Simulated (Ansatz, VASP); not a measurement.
# CeO2: VASP beside Ansatz, part 2 of 2

Aim: how closely do two programs agree when they are given the same cell, functional and k mesh?  Other levels of theory on this material are compared in a session of their own.

VASP 6.6.1 and Ansatz 0.2.0.

So far. Step 2 (VASP: band structure, LDA): At this level the cell is under a tension of 4.9 GPa, so at these settings it is away from equilibrium.

In doubt: the elements are of a kind flagged for part-filled d or f shells, though by formal charges that shell is empty here, so the flag may not apply; the elements are of a kind flagged for part-filled d or f shells, though by formal charges that shell is empty here, so the flag may not apply.

### Step 3. Ansatz: band structure, LDA

Level of this step: Ansatz beside VASP: Kohn-Sham DFT, plane waves, LDA (Ansatz).

Ansatz runs on its default PAW (the set named soft_2) files.

The same cell, functional (in two slightly different forms), mesh and smearing now go to Ansatz, which takes its cutoff from its data sets.

Contents of input.yaml:

```yaml
crystal:
  lattice:
    - [0.0, 2.70365, 2.70365]
    - [2.70365, 0.0, 2.70365]
    - [2.70365, 2.70365, 0.0]
  atoms:
    - { symbol: Ce, position: [0.0, 0.0, 0.0], spin: 1.0 }
    - { symbol: O, position: [0.25, 0.25, 0.25] }
    - { symbol: O, position: [0.75, 0.75, 0.75] }
hamiltonian:
  xc: lda
  pseudopotentials: { kind: paw }
magnetization:
  spin_polarized: true
kpoints:
  mp_grid: { grid: [5, 5, 5] }
  band_path:
    path:
      - [0.0, 0.0, 0.0]
      - [0.16667, 0.0, 0.16667]
      - [0.33333, 0.0, 0.33333]
      - [0.5, 0.0, 0.5]
      - [0.5, 0.08333, 0.58333]
      - [0.5, 0.18333, 0.68333]
      - [0.5, 0.25, 0.75]
      - [0.45, 0.3, 0.75]
      - [0.40833, 0.34167, 0.75]
      - [0.35, 0.35, 0.7]
      - [0.225, 0.225, 0.45]
      - [0.075, 0.075, 0.15]
      - [0.03333, 0.03333, 0.03333]
      - [0.23333, 0.23333, 0.23333]
      - [0.4, 0.4, 0.4]
      - [0.51667, 0.46667, 0.51667]
      - [0.55833, 0.38333, 0.55833]
      - [0.60833, 0.28333, 0.60833]
      - [0.60833, 0.25, 0.64167]
      - [0.55833, 0.25, 0.69167]
      - [0.51667, 0.25, 0.73333]
      - [0.5, 0.3, 0.7]
      - [0.5, 0.38333, 0.61667]
      - [0.5, 0.48333, 0.51667]
      - [0.475, 0.475, 0.55]
      - [0.425, 0.425, 0.65]
      - [0.38333, 0.38333, 0.73333]
      - [0.59167, 0.18333, 0.59167]
      - [0.55, 0.1, 0.55]
      - [0.5, 0.0, 0.5]
    npoints: 1
scf:
  occupations: { method: gaussian, width: 0.02 }
  n_extra_bands: 9
output:
  forces: true
  stress: true
  eigenvalues: true
  write_density: true
  write_potential: true
  elf: true
  volumetric_format: npy
```

Started as:

```console
$ ansatz run input.yaml --threads 2 --pin off --max-ram 4608MiB --backend cpu --events-out ev --progress --plain --runs-dir out
```

Numbers of over 12 decimals in the logs are rounded to 6 here.

The log of the run:

```text
scf.n_extra_bands = 9 over 12 filled bands (N_el = 24.0): the run solves 21 bands
Engine: ansatz 0.2.0, aarch64-unknown-linux-gnu
Pseudopotentials: kind: paw
Pseudopotential: Ce, paw, valence charge 12, recommended cutoff 420 eV (normal), Ce.paw.azcp
Pseudopotential: O, paw, valence charge 6, recommended cutoff 420 eV (normal), O.paw.azcp
Functional definition: SPW92
  exchange = slater_x
  correlation = pw_c
Crystal: 3 atoms, lattice volume = 39.526 Å³
Basis set: ecut = 420 eV, 749 PW (Γ)
Bands: 21, of which v1, the nominal top of the filled ones, is band 12 counted from 1 (11 counted from 0)
Symmetry: 48 space group operations
Space group: Fm-3m (ITA 225), of the structure as read, at distance tolerance 3.4e-5 Å
Magnetic group: BNS 225.116 (UNI 1618), of the structure as read, at distance tolerance 3.4e-5 Å
k-points: 10 of 125
Non-local potential: Ce, projectors of the file, l = 0: 3, l = 1: 2, l = 2: 2, l = 3: 3
Non-local potential: O, projectors of the file, l = 0: 2, l = 1: 2, l = 2: 1
PAW form: soft (Blöchl's): semilocal exchange-correlation on the pseudo side does not see the compensation charge
PAW frozen core: Ce, regenerated for the run's functional, and the local potential with it (the file was generated under x = pbe(κ = 0.804, μ = 0.219515), c = pbe(β = 0.066725))
PAW frozen core: O, regenerated for the run's functional, and the local potential with it (the file was generated under x = pbe(κ = 0.804, μ = 0.219515), c = pbe(β = 0.066725))
PAW one-centre angular grid: Ce, 590 points (default); XC on 64 Gauss nodes
PAW one-centre angular grid: O, 110 points (default); XC on 64 Gauss nodes
Initial density: superposition of atomic densities (chi_scale 0.1, normalization cell, long waves kept (reshape's long-wave potential 0.00 eV rms))
Starting moments: Σ|m| = 1 μB on 1 of 3 sites
Initial wavefunctions: pseudopotential atomic-orbital guess
Functional: x = slater, c = lda
SCF iter   1: F=—  HF=-7515.302891 eV  |F-HF|=—  |Δ(HF+E_count)|=         —  Δρ=9.92e-2 (↑9.92e-2 ↓8.65e-2)  dr2=4.60e0  dr2_m=5.64e-1  M=0.000 μB ∫|m|=0.037 μB  β_m=0.30  ethr=3.10e-3  ⟨swp⟩=5.9  Hψ=1823  notcnv=0
Mixer restart at iter 1: flushing history
preconditioner: auto → none  [insulator: Δε(μ)=2.987 eV  Ē_g=12.064 eV  σ=0.020 eV  W_gap=1.00  n_scr=14 (ndim 8)  ℏωp=27.7 eV  f_vac=0.002  D(μ)=0.00/eV (n_scr^D=0)  ε∞_Penn≈6.3]
SCF iter   2: F=—  HF=-7514.185355 eV  |F-HF|=—  |Δ(HF+E_count)|=    1.12e0  Δρ=6.05e-2 (↑5.85e-2 ↓6.05e-2)  dr2=1.17e0  dr2_m=2.77e-1  M=0.000 μB ∫|m|=0.032 μB  β_m=0.44  ethr=3.10e-3  ⟨swp⟩=3.8  Hψ=1166  notcnv=0  defer=37
SCF iter   3: F=—  HF=-7513.732079 eV  |F-HF|=—  |Δ(HF+E_count)|=   4.53e-1  Δρ=2.42e-2 (↑2.22e-2 ↓2.42e-2)  dr2=3.34e-1  dr2_m=4.04e-2  M=0.000 μB ∫|m|=0.019 μB  β_m=0.44  ethr=3.10e-3  ⟨swp⟩=3.0  Hψ=921  notcnv=0  defer=37
SCF iter   4: F=—  HF=-7513.649896 eV  |F-HF|=—  |Δ(HF+E_count)|=   8.22e-2  Δρ=7.95e-3 (↑3.76e-3 ↓7.95e-3)  dr2=2.02e-2  dr2_m=3.54e-3  M=0.000 μB ∫|m|=0.011 μB  β_m=0.53  ethr=1.39e-3  ⟨swp⟩=3.1  Hψ=857  notcnv=0  defer=38
SCF iter   5: F=—  HF=-7513.655470 eV  |F-HF|=—  |Δ(HF+E_count)|=   5.57e-3  Δρ=1.35e-3 (↑8.95e-4 ↓1.35e-3)  dr2=4.78e-4  dr2_m=1.32e-4  M=0.000 μB ∫|m|=0.005 μB  β_m=0.68  ethr=8.44e-5  ⟨swp⟩=3.0  Hψ=961  notcnv=0  defer=40
SCF iter   6: F=—  HF=-7513.656690 eV  |F-HF|=—  |Δ(HF+E_count)|=   1.22e-3  Δρ=4.90e-4 (↑3.47e-4 ↓4.90e-4)  dr2=2.59e-4  dr2_m=3.78e-6  M=0.000 μB ∫|m|=0.002 μB  β_m=0.84  ethr=1.99e-6  ⟨swp⟩=2.1  Hψ=796  notcnv=0  defer=40
SCF iter   7: F=—  HF=-7513.657059 eV  |F-HF|=—  |Δ(HF+E_count)|=   3.69e-4  Δρ=2.19e-4 (↑1.52e-4 ↓2.19e-4)  dr2=5.54e-5  dr2_m=5.60e-7  M=0.000 μB ∫|m|=0.001 μB  β_m=0.92  ethr=1.08e-6  ⟨swp⟩=2.0  Hψ=800  notcnv=0  defer=40
SCF iter   8: F=—  HF=-7513.657191 eV  |F-HF|=—  |Δ(HF+E_count)|=   1.32e-4  Δρ=3.85e-5 (↑3.85e-5 ↓3.51e-5)  dr2=2.45e-6  dr2_m=2.14e-9  M=0.000 μB ∫|m|=0.000 μB  β_m=0.96  ethr=2.31e-7  ⟨swp⟩=2.0  Hψ=800  notcnv=0  defer=40
SCF iter   9: F=—  HF=-7513.657195 eV  |F-HF|=—  |Δ(HF+E_count)|=   4.11e-6  Δρ=7.09e-6 (↑7.09e-6 ↓2.12e-6)  dr2=3.73e-8  dr2_m=3.06e-9  M=0.000 μB ∫|m|=0.000 μB  β_m=0.98  ethr=1.02e-8  ⟨swp⟩=2.0  Hψ=660  notcnv=0  defer=40
SCF iter  10: F=-7513.657195 eV  HF=-7513.657196 eV  |F-HF|=4.52e-8  |Δ(HF+E_count)|=   6.86e-8  Δρ=5.47e-6 (↑5.47e-6 ↓5.10e-6)  dr2=4.76e-8  dr2_m=2.14e-11  M=0.000 μB ∫|m|=0.000 μB  ethr=1.55e-10  ⟨swp⟩=11.5  Hψ=2908  notcnv=0
SCF 1 converged in 10 iterations: F = -7513.657195 eV  dr2 = 4.76e-8
  greatest PAW one-centre occupation: 0.990 electrons in one spin orbital (limit 2), on the Ce atom at site 0 (counted from 0), in its partial waves of l = 0
WARN: the starting moments were not kept: the SCF closed with an absolute magnetisation of 4.3e-6 μB, where they sum to 1 μB in size (1 site). That is at most 0.1 of that sum. Measured as dr2_m measures the in/out step, that magnetisation stands 6.9e-12 eV from none, at or under the dr2_threshold of 1.0e-7 eV: it is no larger than a step whose dr2_m would equal this threshold. The system may hold no moment; this SCF  [...]
NSCF: frozen V_eff on 30 k-points
SCF converged after 10 iterations
Magnetization: 0.0000 μB (12.0000 up, 12.0000 down)
Absolute magnetization: 0.0000 μB (∫|ρ↑−ρ↓|, with the PAW one-centre terms)
Spin contamination: 0.0000 ħ² per cell (⟨S²⟩ above its minimum at these occupations)
Per-site moments (μB) at R_I (Å): [(-1.1393939112376204e-6, 0.965840), (1.0240646646283566e-6, 0.965840), (1.024064664695163e-6, 0.965840)]
Free energy (F): -7513.657195 eV
Harris-Foulkes:  -7513.657196 eV  (|F-HF|=4.52e-8)
Internal energy: -7513.657195 eV  (E = F + TS)
E sigma→0 (E₀):  -7513.657195 eV
Fermi energy:    11.808496 eV
--- Per-component energies (eV) ---
  E_band       = 24.469695
  E_kinetic    = 736.957066
  E_local      = -921.703458  (includes V_loc(G=0)·N_el)
  E_nonlocal   = 40.080146
  E_hartree    = 324.249129
  E_xc         = -375.148199
  E_vxc        = -444.582472  (∫ρ·V_xc dr)
  E_paw        = -5588.110180  (= ΣΔE_a)
  E_vpaw       = -34.785108  (= ΣTr[D̂ρ^β])
  E_aug_tail   = 0.004953  (compensation charges beyond the density's cutoff)
  E_ewald      = -1730.615845
  E_core_change = 0.629193  (= ΣΔE_core)
  E_smearing   = -0.000000  (= −TS)
  E_closure    = 0.000000  (closes the sum)
  Σ components = -7513.657195   (vs F -7513.657195, Δ=0.00e0)
--- Forces (eV/Å), atoms counted from 1 ---
  atom   1  Ce    -0.00000000     0.00000000    -0.00000000
  atom   2  O      0.00000000     0.00000000     0.00000000
  atom   3  O     -0.00000000    -0.00000000    -0.00000000
  max |Σ_I F_I| component: 9.25e-18 eV/Å
--- Stress (GPa, compression-positive) ---
       -5.278823      -0.000000       0.000000
        0.000000      -5.278823      -0.000000
        0.000000      -0.000000      -5.278823
  P = ⅓ Tr σ = -5.2788 GPa (-52.788 kbar)
--- Band table (eV; the first three rows and the last of 20) ---
  k-point 0 ↑: bands = [... 8 lower, 6.9230, 10.2290, 10.2290, 10.2290, 13.1390, 13.1390, 13.1390, 13.4279, ... 5 higher]
  k-point 1 ↑: bands = [... 8 lower, 7.8647, 9.9209, 10.1023, 10.1023, 13.0973, 13.0973, 13.1424, 13.4472, ... 5 higher]
  k-point 2 ↑: bands = [... 8 lower, 9.2757, 9.6952, 10.0372, 10.0372, 12.9314, 13.0192, 13.0192, 13.1479, ... 5 higher]
  k-point 9 ↓: bands = [... 8 lower, 9.1155, 9.8691, 9.9213, 10.5952, 12.9055, 13.0305, 13.0476, 13.2259, ... 5 higher]
```

The job ended after 2.2 s (2 threads of Arm Neoverse V2, shared host; peak memory 0.32 GiB; 3.7 s of CPU time).

### Step 4. Side by side

Known differences besides the potentials themselves: the two LDA forms differ slightly; the cutoff is 420 eV in Ansatz and 520 eV in VASP; Ansatz makes its cores anew for this functional, VASP keeps those of its PBE data sets; VASP's log shows a relativistic correction to its local exchange, Ansatz's none. Total energies have different zeros and are not compared.

The two programs side by side:

| quantity | Ansatz | VASP | difference |
| --- | --- | --- | --- |
| pressure (GPa) | -5.28 | -4.85 | -0.43 |
| pressure without Ansatz's Pulay correction (GPa) | -6.11 | -4.85 | -1.26 |

Ansatz's pressure holds a Pulay correction of 0.83 GPa; VASP's holds none.

### Step 5. VASP: band structure, PBE

A single point gives forces, pressure and levels at one fixed geometry, so differences don't come from the geometry; what else differs is listed under the comparison.

Contents of INCAR:

```
SYSTEM = CeO2
PREC = Accurate
ENCUT = 520
EDIFF = 1E-06
NELM = 150
ISMEAR = 0
SIGMA = 0.02
LREAL = .FALSE.
ALGO = Normal
GGA = PE
NBANDS = 26
ISPIN = 2
MAGMOM = 1 0 0
LMAXMIX = 6
AMIX = 0.2
BMIX = 1E-04
AMIX_MAG = 0.8
BMIX_MAG = 1E-04
LORBIT = 11
LWAVE = .FALSE.
LCHARG = .FALSE.
KPAR = 4
```

Contents of POSCAR:

```
CeO2
1.0
    0.0000000000      2.7036500000      2.7036500000
    2.7036500000      0.0000000000      2.7036500000
    2.7036500000      2.7036500000      0.0000000000
Ce O
1 2
Direct
    0.0000000000      0.0000000000      0.0000000000
    0.2500000000      0.2500000000      0.2500000000
    0.7500000000      0.7500000000      0.7500000000
```

Contents of KPOINTS:

```
Automatic mesh
0
Gamma
5 5 5
0 0 0
```

Contents of KPOINTS_OPT:

```
Line mode
16
Line-mode
Reciprocal
  0.00000000   0.00000000   0.00000000 GAMMA
  0.50000000   0.00000000   0.50000000 X

  0.50000000   0.00000000   0.50000000 X
  0.50000000   0.25000000   0.75000000 W

  0.50000000   0.25000000   0.75000000 W
  0.37500000   0.37500000   0.75000000 K

  0.37500000   0.37500000   0.75000000 K
  0.00000000   0.00000000   0.00000000 GAMMA

  0.00000000   0.00000000   0.00000000 GAMMA
  0.50000000   0.50000000   0.50000000 L

  0.50000000   0.50000000   0.50000000 L
  0.62500000   0.25000000   0.62500000 U

  0.62500000   0.25000000   0.62500000 U
  0.50000000   0.25000000   0.75000000 W

  0.50000000   0.25000000   0.75000000 W
  0.50000000   0.50000000   0.50000000 L

  0.50000000   0.50000000   0.50000000 L
  0.37500000   0.37500000   0.75000000 K

  0.62500000   0.25000000   0.62500000 U
  0.50000000   0.00000000   0.50000000 X
```

The projector-augmented-wave data sets are Ce and O (PBE family, release 64).

Started as:

```console
$ mpirun -np 4 vasp_std
```

The log of the run:

```text
[banner, memory and clock lines left out]
running    4 mpi-ranks, on    1 nodes
[...]
LDA part: xc-table for (Slater+PW92), standard interpolation
 POSCAR, INCAR and KPOINTS ok, starting setup
[...]
entering main loop
       N       E                     dE             d eps       ncg     rms          rms(c)
DAV:   1     0.202805343783E+03    0.20281E+03   -0.10697E+04  1152   0.119E+03
DAV:   2    -0.719718084084E+01   -0.21000E+03   -0.16231E+03  1096   0.244E+02
DAV:   3    -0.310704870689E+02   -0.23873E+02   -0.23169E+02  1220   0.959E+01
DAV:   4    -0.316395767763E+02   -0.56909E+00   -0.56646E+00  1548   0.131E+01
[...]
DAV:  20    -0.262020036981E+02    0.33072E-05   -0.11100E-05  1484   0.253E-02    0.132E-02
DAV:  21    -0.262020024821E+02    0.12160E-05   -0.65587E-07   546   0.939E-03    0.778E-03
DAV:  22    -0.262020017788E+02    0.70326E-06   -0.87324E-07   672   0.109E-02
   1 F= -.26202002E+02 E0= -.26202002E+02  d E =-.101819E-13  mag=    -0.0000
 Start KPOINTS_OPT (optional k-point list driver)
k-point batch [1-10\160]
       N       E                     dE             ncg
DAV:   1     0.105101900140E+04   -0.11955E+04     1120
DAV:   2    -0.875223309983E+03   -0.19262E+04     1128
DAV:   3    -0.111588593805E+04   -0.24066E+03     1218
DAV:   4    -0.112222804734E+04   -0.63421E+01     1636
DAV:   5    -0.112244123461E+04   -0.21319E+00     1458
DAV:   6    -0.112244268852E+04   -0.14539E-02     1592
DAV:   7    -0.112244270249E+04   -0.13970E-04     1450
DAV:   8    -0.112244270296E+04   -0.46679E-06      968
[...]
k-point batch [151-160\160]
       N       E                     dE             ncg
DAV:   1     0.885550852291E+03   -0.81450E+04     1128
DAV:   2    -0.816980612341E+03   -0.17025E+04     1112
DAV:   3    -0.105406829587E+04   -0.23709E+03     1322
DAV:   4    -0.106061071586E+04   -0.65424E+01     1542
DAV:   5    -0.106087774020E+04   -0.26702E+00     1534
DAV:   6    -0.106087953500E+04   -0.17948E-02     1496
DAV:   7    -0.106087955857E+04   -0.23571E-04     1418
DAV:   8    -0.106087955910E+04   -0.52766E-06      882
```

Parts of OUTCAR (step 5):

```text
  Total        1.4348108      1.4348108      1.4348108     -0.0000000      0.0000000     -0.0000000
  in kB       58.1599208     58.1599208     58.1599208     -0.0000000      0.0000000     -0.0000000
  external PRESSURE =      58.1599208 kB  Pullay stress =       0.0000000 kB

 POSITION                                       TOTAL-FORCE (eV/Angst)
 -----------------------------------------------------------------------------------
      0.00000      0.00000      0.00000        -0.000000      0.000000     -0.000000
      1.35183      1.35183      1.35183        -0.000000     -0.000000     -0.000000
      4.05548      4.05548      4.05548         0.000000      0.000000      0.000000
 -----------------------------------------------------------------------------------
    total drift:                                0.000000      0.000000      0.000000

  FREE ENERGIE OF THE ION-ELECTRON SYSTEM (eV)
  ---------------------------------------------------
  free  energy   TOTEN  =       -26.2020017788 eV

  energy  without entropy=      -26.2020017788  energy(sigma->0) =      -26.20200178

 magnetization (x)
# of ion       s       p       d       f       tot
--------------------------------------------------
    1        0.000  -0.000   0.000   0.000   0.000
    2       -0.000   0.000   0.000   0.000   0.000
    3       -0.000   0.000   0.000   0.000   0.000
--------------------------------------------------
tot          0.000   0.000   0.000   0.000   0.000

[... 2 parts as in an earlier step ...]

[... 1 further part left out ...]
[key lines of the parts left out:]
E-fermi :   5.3585
```

The run ends at a pressure of 5.82 GPa.

### Step 6. Ansatz: band structure, PBE

The same cell, functional, mesh and smearing now go to Ansatz, which takes its cutoff from its data sets.

Changes to input.yaml since step 3:

```diff
@@ -10,3 +10,3 @@
 hamiltonian:
-  xc: lda
+  xc: pbe
   pseudopotentials: { kind: paw }
```

Started as:

```console
$ ansatz run input.yaml --threads 2 --pin off --max-ram 4608MiB --backend cpu --events-out ev --progress --plain --runs-dir out
```

The log of the run:

```text
[...]
Crystal: 3 atoms, lattice volume = 39.526 Å³
Basis set: ecut = 420 eV, 749 PW (Γ), exchange–correlation on 54×54×54 points (8 copies of the dense FFT grid, shifted against one another)
Bands: 21, of which v1, the nominal top of the filled ones, is band 12 counted from 1 (11 counted from 0)
Symmetry: 48 space group operations
[...]
k-point 1 ↑: bands = [... 8 lower, 8.2708, 10.3236, 10.4964, 10.4964, 13.5200, 13.5200, 13.5661, 13.8403, ... 5 higher]
  k-point 2 ↑: bands = [... 8 lower, 9.6816, 10.0946, 10.4272, 10.4272, 13.3404, 13.4331, 13.4331, 13.5714, ... 5 higher]
  k-point 9 ↓: bands = [... 8 lower, 9.5107, 10.2606, 10.3041, 10.9699, 13.3143, 13.4423, 13.4548, 13.6387, ... 5 higher]
[key lines of the parts left out:]
SCF converged after 11 iterations
Magnetization: 0.0000 μB (12.0000 up, 12.0000 down)
Free energy (F): -7715.803646 eV
Fermi energy:    12.202420 eV
P = ⅓ Tr σ = 5.8597 GPa (58.597 kbar)
```

Run time: 2 s. Hardware: 2 threads; peak memory 0.33 GiB; 3.7 s of CPU time.

### Step 7. Side by side

What differs besides the data sets and the points named for the pairs above, as far as they apply: VASP leaves aspherical gradient terms in its spheres out (LASPH is not set), Ansatz keeps them. Total energies have different zeros and are not compared.

Both answers:

| quantity | Ansatz | VASP | difference |
| --- | --- | --- | --- |
| pressure (GPa) | 5.86 | 5.82 | +0.04 |
| pressure without Ansatz's Pulay correction (GPa) | 5.27 | 5.82 | -0.55 |

Ansatz's pressure holds a Pulay correction of 0.59 GPa; VASP's holds none.

### Step 8. What came out

```json
{
  "difference in pressure (band structure, LDA)": "-0.43 GPa",
  "difference in pressure (band structure, PBE)": "0.044 GPa"
}
```

The difference in pressure is -0.43 GPa (band structure, LDA), within the 1 GPa picked in this series as the mark of a large difference. 5 further runs of this series are not shown here. How closely two codes agree says nothing of how well the functional describes the real material.

[Lines on the potential files, build, host, timing and source positions are cut from VASP's logs without a mark.]

[Logs are printed without paths, hosts, clocks, repeated set-up lines and the standing remarks that a program may print on its own settings, such as how far it seeks lower states.]

[Hosts, paths, dates, database ids (printed as entryN), source tags and the programs' standing remarks are cut or masked in the printed files.]
